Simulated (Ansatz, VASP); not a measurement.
# Ge (Germanium) in two plane-wave programs, part 2 of 4

One calculation is typed for both programs; each brings its own data sets. How far apart do they land? The structure shown is the end of the Ansatz relaxation below.

VASP 6.6.1 and Ansatz 0.2.0.

So far: Starting point; Ansatz: relaxation, r2SCAN.

### 3. VASP: single point, r2SCAN, pair 1

Level of this step: r2SCAN; plane waves and PAW (Ge_d) (VASP).

The same cell, functional, mesh and smearing now go to VASP, with its own data sets.

Lines of VASP's logs that name or quote its potential files are left out, and so is its time.

Contents of INCAR:

```
SYSTEM = Ge
PREC = Accurate
ENCUT = 550
EDIFF = 1E-06
NELM = 120
ISMEAR = 0
SIGMA = 0.02
LREAL = .FALSE.
ALGO = Normal
METAGGA = R2SCAN
LASPH = .TRUE.
NBANDS = 20
LORBIT = 11
LWAVE = .FALSE.
LCHARG = .FALSE.
ISIF = 2
ISYM = 2
GGA_COMPAT = .FALSE.
EFERMI = MIDGAP
LMIXTAU = .TRUE.
KPAR = 2
```

Contents of POSCAR:

```
Ge
1.0
    0.0000000000      2.8444659986      2.8085515370
    2.8444659986      0.0000000000      2.8085515370
    2.8444659986      2.8444659986      0.0000000000
Ge
2
Direct
    0.4999865325      0.4999865325      0.4999815814
    0.7500134675      0.7500134675      0.7500184186
```

Contents of KPOINTS:

```
Points of the shifted mesh
1728
Reciprocal
 0.0416666667  0.0416666667  0.0416666667 1
 0.0416666667  0.0416666667  0.1250000000 1
 0.0416666667  0.0416666667  0.2083333333 1
 0.0416666667  0.0416666667  0.2916666667 1
 0.0416666667  0.0416666667  0.3750000000 1
 0.0416666667  0.0416666667  0.4583333333 1
 0.0416666667  0.0416666667  0.5416666667 1
 0.0416666667  0.0416666667  0.6250000000 1
 0.0416666667  0.0416666667  0.7083333333 1
 0.0416666667  0.0416666667  0.7916666667 1
 0.0416666667  0.0416666667  0.8750000000 1
 0.0416666667  0.0416666667  0.9583333333 1
 0.0416666667  0.1250000000  0.0416666667 1
 0.0416666667  0.1250000000  0.1250000000 1
 0.0416666667  0.1250000000  0.2083333333 1
 0.0416666667  0.1250000000  0.2916666667 1
 0.0416666667  0.1250000000  0.3750000000 1
 0.0416666667  0.1250000000  0.4583333333 1
 0.0416666667  0.1250000000  0.5416666667 1
 0.0416666667  0.1250000000  0.6250000000 1
 0.0416666667  0.1250000000  0.7083333333 1
 0.0416666667  0.1250000000  0.7916666667 1
 0.0416666667  0.1250000000  0.8750000000 1
 0.0416666667  0.1250000000  0.9583333333 1
 0.0416666667  0.2083333333  0.0416666667 1
 0.0416666667  0.2083333333  0.1250000000 1
 0.0416666667  0.2083333333  0.2083333333 1
 0.0416666667  0.2083333333  0.2916666667 1
 0.0416666667  0.2083333333  0.3750000000 1
 0.0416666667  0.2083333333  0.4583333333 1
 0.0416666667  0.2083333333  0.5416666667 1
 0.0416666667  0.2083333333  0.6250000000 1
 0.0416666667  0.2083333333  0.7083333333 1
 0.0416666667  0.2083333333  0.7916666667 1
 0.0416666667  0.2083333333  0.8750000000 1
 0.0416666667  0.2083333333  0.9583333333 1
 0.0416666667  0.2916666667  0.0416666667 1
 0.0416666667  0.2916666667  0.1250000000 1
 0.0416666667  0.2916666667  0.2083333333 1
 0.0416666667  0.2916666667  0.2916666667 1
 0.0416666667  0.2916666667  0.3750000000 1
 0.0416666667  0.2916666667  0.4583333333 1
 0.0416666667  0.2916666667  0.5416666667 1
 0.0416666667  0.2916666667  0.6250000000 1
 0.0416666667  0.2916666667  0.7083333333 1
 0.0416666667  0.2916666667  0.7916666667 1
 0.0416666667  0.2916666667  0.8750000000 1
 0.0416666667  0.2916666667  0.9583333333 1
 0.0416666667  0.3750000000  0.0416666667 1
 0.0416666667  0.3750000000  0.1250000000 1
 0.0416666667  0.3750000000  0.2083333333 1
 0.0416666667  0.3750000000  0.2916666667 1
 0.0416666667  0.3750000000  0.3750000000 1
 0.0416666667  0.3750000000  0.4583333333 1
 0.0416666667  0.3750000000  0.5416666667 1
 0.0416666667  0.3750000000  0.6250000000 1
 0.0416666667  0.3750000000  0.7083333333 1
 0.0416666667  0.3750000000  0.7916666667 1
 0.0416666667  0.3750000000  0.8750000000 1
 0.0416666667  0.3750000000  0.9583333333 1
 0.0416666667  0.4583333333  0.0416666667 1
 0.0416666667  0.4583333333  0.1250000000 1
 0.0416666667  0.4583333333  0.2083333333 1
 0.0416666667  0.4583333333  0.2916666667 1
 0.0416666667  0.4583333333  0.3750000000 1
 0.0416666667  0.4583333333  0.4583333333 1
 0.0416666667  0.4583333333  0.5416666667 1
 0.0416666667  0.4583333333  0.6250000000 1
 0.0416666667  0.4583333333  0.7083333333 1
 0.0416666667  0.4583333333  0.7916666667 1
 0.0416666667  0.4583333333  0.8750000000 1
 0.0416666667  0.4583333333  0.9583333333 1
 0.0416666667  0.5416666667  0.0416666667 1
 0.0416666667  0.5416666667  0.1250000000 1
 0.0416666667  0.5416666667  0.2083333333 1
 0.0416666667  0.5416666667  0.2916666667 1
 0.0416666667  0.5416666667  0.3750000000 1
 0.0416666667  0.5416666667  0.4583333333 1
 0.0416666667  0.5416666667  0.5416666667 1
 0.0416666667  0.5416666667  0.6250000000 1
 0.0416666667  0.5416666667  0.7083333333 1
 0.0416666667  0.5416666667  0.7916666667 1
 0.0416666667  0.5416666667  0.8750000000 1
 0.0416666667  0.5416666667  0.9583333333 1
 0.0416666667  0.6250000000  0.0416666667 1
 0.0416666667  0.6250000000  0.1250000000 1
 0.0416666667  0.6250000000  0.2083333333 1
 0.0416666667  0.6250000000  0.2916666667 1
 0.0416666667  0.6250000000  0.3750000000 1
 0.0416666667  0.6250000000  0.4583333333 1
 0.0416666667  0.6250000000  0.5416666667 1
 0.0416666667  0.6250000000  0.6250000000 1
 0.0416666667  0.6250000000  0.7083333333 1
 0.0416666667  0.6250000000  0.7916666667 1
 0.0416666667  0.6250000000  0.8750000000 1
 0.0416666667  0.6250000000  0.9583333333 1
 0.0416666667  0.7083333333  0.0416666667 1
 0.0416666667  0.7083333333  0.1250000000 1
 0.0416666667  0.7083333333  0.2083333333 1
 0.0416666667  0.7083333333  0.2916666667 1
 0.0416666667  0.7083333333  0.3750000000 1
 0.0416666667  0.7083333333  0.4583333333 1
 0.0416666667  0.7083333333  0.5416666667 1
 0.0416666667  0.7083333333  0.6250000000 1
 0.0416666667  0.7083333333  0.7083333333 1
 0.0416666667  0.7083333333  0.7916666667 1
 0.0416666667  0.7083333333  0.8750000000 1
 0.0416666667  0.7083333333  0.9583333333 1
 0.0416666667  0.7916666667  0.0416666667 1
 0.0416666667  0.7916666667  0.1250000000 1
 0.0416666667  0.7916666667  0.2083333333 1
 0.0416666667  0.7916666667  0.2916666667 1
[... 1390 lines left out ...]
 0.8750000000  0.4583333333  0.1250000000 1
 0.8750000000  0.4583333333  0.2083333333 1
 0.8750000000  0.4583333333  0.2916666667 1
 0.8750000000  0.4583333333  0.3750000000 1
 0.8750000000  0.4583333333  0.4583333333 1
 0.8750000000  0.4583333333  0.5416666667 1
 0.8750000000  0.4583333333  0.6250000000 1
 0.8750000000  0.4583333333  0.7083333333 1
 0.8750000000  0.4583333333  0.7916666667 1
 0.8750000000  0.4583333333  0.8750000000 1
 0.8750000000  0.4583333333  0.9583333333 1
 0.8750000000  0.5416666667  0.0416666667 1
 0.8750000000  0.5416666667  0.1250000000 1
 0.8750000000  0.5416666667  0.2083333333 1
 0.8750000000  0.5416666667  0.2916666667 1
 0.8750000000  0.5416666667  0.3750000000 1
 0.8750000000  0.5416666667  0.4583333333 1
 0.8750000000  0.5416666667  0.5416666667 1
 0.8750000000  0.5416666667  0.6250000000 1
 0.8750000000  0.5416666667  0.7083333333 1
 0.8750000000  0.5416666667  0.7916666667 1
 0.8750000000  0.5416666667  0.8750000000 1
 0.8750000000  0.5416666667  0.9583333333 1
 0.8750000000  0.6250000000  0.0416666667 1
 0.8750000000  0.6250000000  0.1250000000 1
 0.8750000000  0.6250000000  0.2083333333 1
 0.8750000000  0.6250000000  0.2916666667 1
 0.8750000000  0.6250000000  0.3750000000 1
 0.8750000000  0.6250000000  0.4583333333 1
 0.8750000000  0.6250000000  0.5416666667 1
 0.8750000000  0.6250000000  0.6250000000 1
 0.8750000000  0.6250000000  0.7083333333 1
 0.8750000000  0.6250000000  0.7916666667 1
 0.8750000000  0.6250000000  0.8750000000 1
 0.8750000000  0.6250000000  0.9583333333 1
 0.8750000000  0.7083333333  0.0416666667 1
 0.8750000000  0.7083333333  0.1250000000 1
 0.8750000000  0.7083333333  0.2083333333 1
 0.8750000000  0.7083333333  0.2916666667 1
 0.8750000000  0.7083333333  0.3750000000 1
 0.8750000000  0.7083333333  0.4583333333 1
 0.8750000000  0.7083333333  0.5416666667 1
 0.8750000000  0.7083333333  0.6250000000 1
 0.8750000000  0.7083333333  0.7083333333 1
 0.8750000000  0.7083333333  0.7916666667 1
 0.8750000000  0.7083333333  0.8750000000 1
 0.8750000000  0.7083333333  0.9583333333 1
 0.8750000000  0.7916666667  0.0416666667 1
 0.8750000000  0.7916666667  0.1250000000 1
 0.8750000000  0.7916666667  0.2083333333 1
 0.8750000000  0.7916666667  0.2916666667 1
 0.8750000000  0.7916666667  0.3750000000 1
 0.8750000000  0.7916666667  0.4583333333 1
 0.8750000000  0.7916666667  0.5416666667 1
 0.8750000000  0.7916666667  0.6250000000 1
 0.8750000000  0.7916666667  0.7083333333 1
 0.8750000000  0.7916666667  0.7916666667 1
 0.8750000000  0.7916666667  0.8750000000 1
 0.8750000000  0.7916666667  0.9583333333 1
 0.8750000000  0.8750000000  0.0416666667 1
 0.8750000000  0.8750000000  0.1250000000 1
 0.8750000000  0.8750000000  0.2083333333 1
 0.8750000000  0.8750000000  0.2916666667 1
 0.8750000000  0.8750000000  0.3750000000 1
 0.8750000000  0.8750000000  0.4583333333 1
 0.8750000000  0.8750000000  0.5416666667 1
 0.8750000000  0.8750000000  0.6250000000 1
 0.8750000000  0.8750000000  0.7083333333 1
 0.8750000000  0.8750000000  0.7916666667 1
 0.8750000000  0.8750000000  0.8750000000 1
 0.8750000000  0.8750000000  0.9583333333 1
 0.8750000000  0.9583333333  0.0416666667 1
 0.8750000000  0.9583333333  0.1250000000 1
 0.8750000000  0.9583333333  0.2083333333 1
 0.8750000000  0.9583333333  0.2916666667 1
 0.8750000000  0.9583333333  0.3750000000 1
 0.8750000000  0.9583333333  0.4583333333 1
 0.8750000000  0.9583333333  0.5416666667 1
 0.8750000000  0.9583333333  0.6250000000 1
 0.8750000000  0.9583333333  0.7083333333 1
 0.8750000000  0.9583333333  0.7916666667 1
 0.8750000000  0.9583333333  0.8750000000 1
 0.8750000000  0.9583333333  0.9583333333 1
 0.9583333333  0.0416666667  0.0416666667 1
 0.9583333333  0.0416666667  0.1250000000 1
 0.9583333333  0.0416666667  0.2083333333 1
 0.9583333333  0.0416666667  0.2916666667 1
 0.9583333333  0.0416666667  0.3750000000 1
 0.9583333333  0.0416666667  0.4583333333 1
 0.9583333333  0.0416666667  0.5416666667 1
 0.9583333333  0.0416666667  0.6250000000 1
 0.9583333333  0.0416666667  0.7083333333 1
 0.9583333333  0.0416666667  0.7916666667 1
 0.9583333333  0.0416666667  0.8750000000 1
 0.9583333333  0.0416666667  0.9583333333 1
 0.9583333333  0.1250000000  0.0416666667 1
 0.9583333333  0.1250000000  0.1250000000 1
 0.9583333333  0.1250000000  0.2083333333 1
 0.9583333333  0.1250000000  0.2916666667 1
 0.9583333333  0.1250000000  0.3750000000 1
 0.9583333333  0.1250000000  0.4583333333 1
 0.9583333333  0.1250000000  0.5416666667 1
 0.9583333333  0.1250000000  0.6250000000 1
 0.9583333333  0.1250000000  0.7083333333 1
 0.9583333333  0.1250000000  0.7916666667 1
 0.9583333333  0.1250000000  0.8750000000 1
 0.9583333333  0.1250000000  0.9583333333 1
 0.9583333333  0.2083333333  0.0416666667 1
 0.9583333333  0.2083333333  0.1250000000 1
 0.9583333333  0.2083333333  0.2083333333 1
 0.9583333333  0.2083333333  0.2916666667 1
 0.9583333333  0.2083333333  0.3750000000 1
 0.9583333333  0.2083333333  0.4583333333 1
 0.9583333333  0.2083333333  0.5416666667 1
 0.9583333333  0.2083333333  0.6250000000 1
 0.9583333333  0.2083333333  0.7083333333 1
 0.9583333333  0.2083333333  0.7916666667 1
 0.9583333333  0.2083333333  0.8750000000 1
 0.9583333333  0.2083333333  0.9583333333 1
 0.9583333333  0.2916666667  0.0416666667 1
 0.9583333333  0.2916666667  0.1250000000 1
 0.9583333333  0.2916666667  0.2083333333 1
 0.9583333333  0.2916666667  0.2916666667 1
 0.9583333333  0.2916666667  0.3750000000 1
 0.9583333333  0.2916666667  0.4583333333 1
 0.9583333333  0.2916666667  0.5416666667 1
 0.9583333333  0.2916666667  0.6250000000 1
 0.9583333333  0.2916666667  0.7083333333 1
 0.9583333333  0.2916666667  0.7916666667 1
 0.9583333333  0.2916666667  0.8750000000 1
 0.9583333333  0.2916666667  0.9583333333 1
 0.9583333333  0.3750000000  0.0416666667 1
 0.9583333333  0.3750000000  0.1250000000 1
 0.9583333333  0.3750000000  0.2083333333 1
 0.9583333333  0.3750000000  0.2916666667 1
 0.9583333333  0.3750000000  0.3750000000 1
 0.9583333333  0.3750000000  0.4583333333 1
 0.9583333333  0.3750000000  0.5416666667 1
 0.9583333333  0.3750000000  0.6250000000 1
 0.9583333333  0.3750000000  0.7083333333 1
 0.9583333333  0.3750000000  0.7916666667 1
 0.9583333333  0.3750000000  0.8750000000 1
 0.9583333333  0.3750000000  0.9583333333 1
 0.9583333333  0.4583333333  0.0416666667 1
 0.9583333333  0.4583333333  0.1250000000 1
 0.9583333333  0.4583333333  0.2083333333 1
 0.9583333333  0.4583333333  0.2916666667 1
 0.9583333333  0.4583333333  0.3750000000 1
 0.9583333333  0.4583333333  0.4583333333 1
 0.9583333333  0.4583333333  0.5416666667 1
 0.9583333333  0.4583333333  0.6250000000 1
 0.9583333333  0.4583333333  0.7083333333 1
 0.9583333333  0.4583333333  0.7916666667 1
 0.9583333333  0.4583333333  0.8750000000 1
 0.9583333333  0.4583333333  0.9583333333 1
 0.9583333333  0.5416666667  0.0416666667 1
 0.9583333333  0.5416666667  0.1250000000 1
 0.9583333333  0.5416666667  0.2083333333 1
 0.9583333333  0.5416666667  0.2916666667 1
 0.9583333333  0.5416666667  0.3750000000 1
 0.9583333333  0.5416666667  0.4583333333 1
 0.9583333333  0.5416666667  0.5416666667 1
 0.9583333333  0.5416666667  0.6250000000 1
 0.9583333333  0.5416666667  0.7083333333 1
 0.9583333333  0.5416666667  0.7916666667 1
 0.9583333333  0.5416666667  0.8750000000 1
 0.9583333333  0.5416666667  0.9583333333 1
 0.9583333333  0.6250000000  0.0416666667 1
 0.9583333333  0.6250000000  0.1250000000 1
 0.9583333333  0.6250000000  0.2083333333 1
 0.9583333333  0.6250000000  0.2916666667 1
 0.9583333333  0.6250000000  0.3750000000 1
 0.9583333333  0.6250000000  0.4583333333 1
 0.9583333333  0.6250000000  0.5416666667 1
 0.9583333333  0.6250000000  0.6250000000 1
 0.9583333333  0.6250000000  0.7083333333 1
 0.9583333333  0.6250000000  0.7916666667 1
 0.9583333333  0.6250000000  0.8750000000 1
 0.9583333333  0.6250000000  0.9583333333 1
 0.9583333333  0.7083333333  0.0416666667 1
 0.9583333333  0.7083333333  0.1250000000 1
 0.9583333333  0.7083333333  0.2083333333 1
 0.9583333333  0.7083333333  0.2916666667 1
 0.9583333333  0.7083333333  0.3750000000 1
 0.9583333333  0.7083333333  0.4583333333 1
 0.9583333333  0.7083333333  0.5416666667 1
 0.9583333333  0.7083333333  0.6250000000 1
 0.9583333333  0.7083333333  0.7083333333 1
 0.9583333333  0.7083333333  0.7916666667 1
 0.9583333333  0.7083333333  0.8750000000 1
 0.9583333333  0.7083333333  0.9583333333 1
 0.9583333333  0.7916666667  0.0416666667 1
 0.9583333333  0.7916666667  0.1250000000 1
 0.9583333333  0.7916666667  0.2083333333 1
 0.9583333333  0.7916666667  0.2916666667 1
 0.9583333333  0.7916666667  0.3750000000 1
 0.9583333333  0.7916666667  0.4583333333 1
 0.9583333333  0.7916666667  0.5416666667 1
 0.9583333333  0.7916666667  0.6250000000 1
 0.9583333333  0.7916666667  0.7083333333 1
 0.9583333333  0.7916666667  0.7916666667 1
 0.9583333333  0.7916666667  0.8750000000 1
 0.9583333333  0.7916666667  0.9583333333 1
 0.9583333333  0.8750000000  0.0416666667 1
 0.9583333333  0.8750000000  0.1250000000 1
 0.9583333333  0.8750000000  0.2083333333 1
 0.9583333333  0.8750000000  0.2916666667 1
 0.9583333333  0.8750000000  0.3750000000 1
 0.9583333333  0.8750000000  0.4583333333 1
 0.9583333333  0.8750000000  0.5416666667 1
 0.9583333333  0.8750000000  0.6250000000 1
 0.9583333333  0.8750000000  0.7083333333 1
 0.9583333333  0.8750000000  0.7916666667 1
 0.9583333333  0.8750000000  0.8750000000 1
 0.9583333333  0.8750000000  0.9583333333 1
 0.9583333333  0.9583333333  0.0416666667 1
 0.9583333333  0.9583333333  0.1250000000 1
 0.9583333333  0.9583333333  0.2083333333 1
 0.9583333333  0.9583333333  0.2916666667 1
 0.9583333333  0.9583333333  0.3750000000 1
 0.9583333333  0.9583333333  0.4583333333 1
 0.9583333333  0.9583333333  0.5416666667 1
 0.9583333333  0.9583333333  0.6250000000 1
 0.9583333333  0.9583333333  0.7083333333 1
 0.9583333333  0.9583333333  0.7916666667 1
 0.9583333333  0.9583333333  0.8750000000 1
 0.9583333333  0.9583333333  0.9583333333 1
```

PAW data sets: Ge_d (PBE family, release 64).

Command:

```sh
$ mpirun -np 2 vasp_std
```

The log of the run:

```text
[banner, memory and clock lines left out]
running    2 mpi-ranks, on    1 nodes
 distrk:  each k-point on    1 cores,    2 groups
 distr:  one band on    1 cores,    1 groups

 POSCAR found type information on POSCAR Ge
 POSCAR found :  1 types and       2 ions
|                                                                             |
|               ----> ADVICE to this user running VASP <----                  |
|                                                                             |
|     You enforced a specific xc type in the INCAR file but a different       |
|     [... a line on the potential file left out ...]
|     I HOPE YOU KNOW WHAT YOU ARE DOING!                                     |
|                                                                             |

 LDA part: xc-table for (None), standard interpolation
 POSCAR, INCAR and KPOINTS ok, starting setup
 FFT: planning ... GRIDC
 FFT: planning ... GRID_SOFT
 FFT: planning ... GRID
 WAVECAR not read
 entering main loop
       N       E                     dE             d eps       ncg     rms          rms(c)
DAV:   1     0.173347000485E+03    0.17335E+03   -0.15761E+04 74260   0.405E+03
DAV:   2    -0.287170642665E+01   -0.17622E+03   -0.17148E+03 69220   0.633E+02
DAV:   3    -0.295315700728E+02   -0.26660E+02   -0.26457E+02 77860   0.153E+02
DAV:   4    -0.304221400627E+02   -0.89057E+00   -0.88994E+00 77944   0.327E+01
DAV:   5    -0.304374259079E+02   -0.15286E-01   -0.15285E-01 77328   0.469E+00    0.335E+00
DAV:   6    -0.277494167693E+02    0.26880E+01   -0.36673E-01 76684   0.108E+01    0.195E+00
DAV:   7    -0.280038080459E+02   -0.25439E+00   -0.32198E-01 91628   0.856E+00    0.335E-01
DAV:   8    -0.277497292993E+02    0.25408E+00   -0.11812E-01 77448   0.494E+00    0.122E-01
DAV:   9    -0.277427329392E+02    0.69964E-02   -0.68459E-03 72640   0.854E-01    0.103E-01
DAV:  10    -0.276948101300E+02    0.47923E-01   -0.27221E-02 69332   0.199E+00    0.744E-02
DAV:  11    -0.277437075942E+02   -0.48897E-01   -0.17779E-02 69144   0.942E-01    0.255E-02
DAV:  12    -0.277441805662E+02   -0.47297E-03   -0.25372E-04 77632   0.179E-01    0.153E-02
DAV:  13    -0.277442649699E+02   -0.84404E-04   -0.14129E-04 78448   0.158E-01    0.336E-03
DAV:  14    -0.277442797916E+02   -0.14822E-04   -0.11873E-05 72972   0.315E-02    0.313E-03
DAV:  15    -0.277442809619E+02   -0.11703E-05   -0.22989E-07 52688   0.496E-03    0.286E-03
DAV:  16    -0.277442856369E+02   -0.46750E-05   -0.80976E-07 57688   0.782E-03    0.147E-03
DAV:  17    -0.277442911979E+02   -0.55610E-05   -0.74839E-07 56100   0.696E-03    0.448E-04
DAV:  18    -0.277442917149E+02   -0.51696E-06   -0.14332E-07 41736   0.427E-03
   1 F= -.27744292E+02 E0= -.27744292E+02  d E =-.314693E-60
```

(Part 2 of 4 ends here.)

[Lines on the potential files, build, host, timing and source positions are cut from VASP's logs without a mark.]

[Logs are printed without paths, hosts, clocks, repeated set-up lines and the standing remarks that a program may print on its own settings, such as how far it seeks lower states.]

[Hosts, paths, dates, database ids (printed as entryN), source tags and the programs' standing remarks are cut or masked in the printed files.]
